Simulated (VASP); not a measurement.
A convergence study with VASP on Ge (diamond): a few settings are varied, all else stays as given below, so the limit is that of these other settings. The cell's lengths are 1 % over those of the tabulated start and one atom is moved, so it is off equilibrium.

```xyz
2
Lattice="0.0000 2.8573 2.8573 2.8573 0.0000 2.8573 2.8573 2.8573 0.0000" Properties=species:S:1:pos:R:3 pbc="T T T"
Ge     0.0000     0.0000     0.0000
Ge     1.4892     1.4286     1.4286
```

Method: PBEsol GGA, VASP's PBE PAW potentials (set 64) (plane waves; VASP). The last row used: 550 eV cut-off, 7×7×7 Γ-centred mesh, Gaussian smearing of 0.050 eV, potentials Ge_d.

```tsv
setting	E (eV/atom)	pressure (GPa)	largest force (eV/Å)	electronic steps
ALGO = Normal, EDIFF = 1E-2	-4.9149	-6.74	0.620	8
ALGO = Normal, EDIFF = 1E-3	-4.9151	-0.91	0.617	9
ALGO = Normal, EDIFF = 1E-4	-4.9151	-0.90	0.617	9
ALGO = Normal, EDIFF = 1E-5	-4.9151	-1.30	0.616	11
ALGO = Normal, EDIFF = 1E-6	-4.9151	-1.17	0.616	12
ALGO = Normal, EDIFF = 1E-7	-4.9151	-1.20	0.616	13
ALGO = Normal, EDIFF = 1E-8	-4.9151	-1.19	0.616	14
ALGO = Normal, EDIFF = 1E-9	-4.9151	-1.19	0.616	17
ALGO = Fast, EDIFF = 1E-2	-4.9149	-5.94	0.621	8
ALGO = Fast, EDIFF = 1E-3	-4.9149	-4.33	0.621	8
ALGO = Fast, EDIFF = 1E-4	-4.9151	-0.52	0.617	10
ALGO = Fast, EDIFF = 1E-5	-4.9151	-0.95	0.617	11
ALGO = Fast, EDIFF = 1E-6	-4.9151	-1.22	0.616	12
ALGO = Fast, EDIFF = 1E-7	-4.9151	-1.18	0.616	14
ALGO = Fast, EDIFF = 1E-8	-4.9151	-1.19	0.616	16
ALGO = Fast, EDIFF = 1E-9	-4.9151	-1.19	0.616	18
ALGO = All, EDIFF = 1E-2	-4.9137	-3.30	0.586	8
ALGO = All, EDIFF = 1E-3	-4.9150	-1.38	0.617	10
ALGO = All, EDIFF = 1E-4	-4.9151	-1.02	0.616	12
ALGO = All, EDIFF = 1E-5	-4.9151	-1.18	0.616	13
ALGO = All, EDIFF = 1E-6	-4.9151	-1.17	0.616	15
ALGO = All, EDIFF = 1E-7	-4.9151	-1.19	0.616	17
ALGO = All, EDIFF = 1E-8	-4.9151	-1.19	0.616	18
ALGO = All, EDIFF = 1E-9	-4.9151	-1.19	0.616	21
```

Left out are rungs that failed or repeat a setting and relaxations that didn't move; long series are thinned to 24 rows.

The compound is Ge in the diamond structure. The cell was not relaxed at this level, it is distorted from the ideal structure.
